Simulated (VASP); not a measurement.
Consider the following.

```yaml
crystal:
  lattice:
    - [0.00000, 1.73814, 1.73814]
    - [1.73814, 0.00000, 1.73814]
    - [1.73814, 1.73814, 0.00000]
  atoms:
    - { symbol: Cu, position: [0.00000, 0.00000, 0.00000] }
```

All values below come from MS2 meta-GGA, VASP's PBE PAW potentials (set 64) (plane waves; VASP). Settings: 520 eV cut-off, 18×18×18 Γ-centred mesh, first-order Methfessel-Paxton smearing of 0.10 eV, potentials Cu.

Question: Predict the energy per atom (σ→0), pressure, band gap (on the k-mesh) with the smallest direct gap where there is one.

Answer: 
The band gap (on the k-mesh) is none (metal, semimetal or under 0.01 eV) and the energy per atom (σ→0) is -5.555 eV/atom. The pressure comes out as 12.56 GPa.

Total energies compare only between runs with the same potentials, cut-off and functional.

The compound is Cu in the fcc structure. This cell is one point of a volume scan, at 0.94 of the reference volume.
